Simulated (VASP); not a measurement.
Calculation: optB86b-vdW, VASP's PBE PAW potentials (set 64) (plane waves; VASP).

The input files of a VASP run:

POSCAR:
```
Er
1
    1.7704828188    -3.0665657657     0.0000000000
    1.7704828188     3.0665657657    -0.0000000000
   -0.0000000000    -0.0000000000     5.4482648919
Er
2
Direct
  0.3333330000   0.6666670000   0.2500000000
  0.6666670000   0.3333330000   0.7500000000
```

**KPOINTS**
```
kpoints
0
gamma
11 11 6
```

INCAR:
```
ALGO = Normal   # blocked Davidson
ENCUT = 520
NELM = 100   # most electronic steps
LCHARG = .FALSE.
NSW = 60   # most ionic steps
IBRION = 2   # conjugate gradients
LWAVE = .FALSE.
ISIF = 3   # ions, shape and volume
PARAM1 = 0.1234
AGGAC = 0.0
PREC = Accurate
GGA = MK
LUSE_VDW = .TRUE.
EDIFFG = -0.01
LREAL = .FALSE.   # projection in real space or not
PARAM2 = 1.0
LASPH = .TRUE.   # aspherical one-centre terms
EDIFF = 1E-6
SIGMA = 0.1   # width (eV)
SYSTEM = Er
ISMEAR = 1   # Methfessel-Paxton
LMAXMIX = 6
```

POTCAR, in this order: Er_3 (PBE.64 set). Program: vasp_std.

Output of the run:

File OUTCAR:
```
 ion  position               nearest neighbor table
   1  0.333  0.667  0.250-   2 3.41   2 3.41   2 3.41   2 3.41   2 3.41   2 3.41
   2  0.667  0.333  0.750-   1 3.41   1 3.41   1 3.41   1 3.41   1 3.41   1 3.41
  LATTYP: Found a hexagonal cell.
 ALAT       =     3.5409652649
 C/A-ratio  =     1.5386383329
 Subroutine PRICEL returns:
 Original cell was already a primitive cell.
 Subroutine GETGRP returns: Found 24 space group operations
The static configuration has the point symmetry D_3d.
 The point group associated with its full space group is D_6h.
The dynamic configuration has the point symmetry D_3d.
 Subroutine INISYM returns: Found 24 space group operations
 Subroutine IBZKPT returns following result:
 Found     64 irreducible k-points:

 Following reciprocal coordinates:
            Coordinates               Weight
  0.000000  0.000000  0.000000      1.000000
  0.090909 -0.000000  0.000000      6.000000
  0.181818 -0.000000  0.000000      6.000000
  0.272727  0.000000  0.000000      6.000000
  0.363636  0.000000  0.000000      6.000000
  0.454545  0.000000  0.000000      6.000000
  0.090909  0.090909  0.000000      6.000000
  0.181818  0.090909  0.000000     12.000000
  0.272727  0.090909  0.000000     12.000000
  0.363636  0.090909  0.000000     12.000000
  0.454545  0.090909  0.000000      6.000000
  0.181818  0.181818  0.000000      6.000000
  0.272727  0.181818  0.000000     12.000000
  0.363636  0.181818  0.000000     12.000000
  0.272727  0.272727  0.000000      6.000000
  0.363636  0.272727  0.000000      6.000000
  0.000000  0.000000  0.166667      2.000000
  0.090909 -0.000000  0.166667     12.000000
  0.181818 -0.000000  0.166667     12.000000
  0.272727  0.000000  0.166667     12.000000
  0.363636  0.000000  0.166667     12.000000
  0.454545  0.000000  0.166667     12.000000
...
```

OSZICAR:
```
       N       E                     dE             d eps       ncg     rms          rms(c)
DAV:   1     0.525539214562E+02    0.52554E+02   -0.86896E+03  2780   0.137E+03
DAV:   2    -0.159559135672E+01   -0.54150E+02   -0.52755E+02  2801   0.550E+02
DAV:   3    -0.391841338399E+01   -0.23228E+01   -0.22102E+01  2967   0.561E+01
DAV:   4    -0.403762459053E+01   -0.11921E+00   -0.10664E+00  3033   0.103E+01
DAV:   5    -0.404245067119E+01   -0.48261E-02   -0.48305E-02  2830   0.174E+00    0.249E+01
DAV:   6    -0.405237213021E+01   -0.99215E-02   -0.27282E-02  2811   0.315E+00    0.149E+01
DAV:   7    -0.406803077798E+01   -0.15659E-01   -0.49277E-02  2716   0.440E+00    0.377E-01
DAV:   8    -0.406805035628E+01   -0.19578E-04   -0.31632E-03  2689   0.835E-01    0.725E-02
DAV:   9    -0.406807711265E+01   -0.26756E-04   -0.17760E-04  2833   0.174E-01    0.324E-02
DAV:  10    -0.406807529323E+01    0.18194E-05   -0.25158E-05  2811   0.624E-02    0.484E-02
DAV:  11    -0.406807616177E+01   -0.86855E-06   -0.26260E-06  2114   0.185E-02
   1 F= -.40680762E+01 E0= -.40695762E+01  d E =-.406808E+01
```

OUTCAR:
```
------------------------ aborting loop because EDIFF is reached ----------------------------------------
  FORCE on cell =-STRESS in cart. coord.  units (eV):
  Direction    XX          YY          ZZ          XY          YZ          ZX
  --------------------------------------------------------------------------------------
  Total       -0.0096282     -0.0096282      0.0065379      0.0000000      0.0000000     -0.0000000
  in kB       -0.2607496     -0.2607496      0.1770590      0.0000000      0.0000000     -0.0000000
  external PRESSURE =      -0.1148134 kB  Pullay stress =       0.0000000 kB
  volume of cell :       59.16
      direct lattice vectors                 reciprocal lattice vectors
     1.770482819 -3.066565766  0.000000000     0.282408841 -0.163048843  0.000000000
     1.770482819  3.066565766  0.000000000     0.282408841  0.163048843  0.000000000
     0.000000000  0.000000000  5.448264892     0.000000000  0.000000000  0.183544673
 POSITION                                       TOTAL-FORCE (eV/Angst)
 -----------------------------------------------------------------------------------
      1.77048      1.02219      1.36207         0.000000      0.000000      0.000000
      1.77048     -1.02219      4.08620        -0.000000      0.000000      0.000000
 -----------------------------------------------------------------------------------
    total drift:                                0.000000      0.000085     -0.000011
  FREE ENERGIE OF THE ION-ELECTRON SYSTEM (eV)
  ---------------------------------------------------
  free  energy   TOTEN  =        -4.0680761618 eV

  energy  without entropy=       -4.0725762328  energy(sigma->0) =       -4.06957619

 reached required accuracy - stopping structural energy minimisation
```
(Selected blocks of OUTCAR.)

The 4f electrons are frozen in the core of the lanthanide potential, so 4f levels, which can set the real gap, and their magnetism are missing.

The compound is Er in the hcp structure. It was relaxed first. The start is the result of an earlier pass.
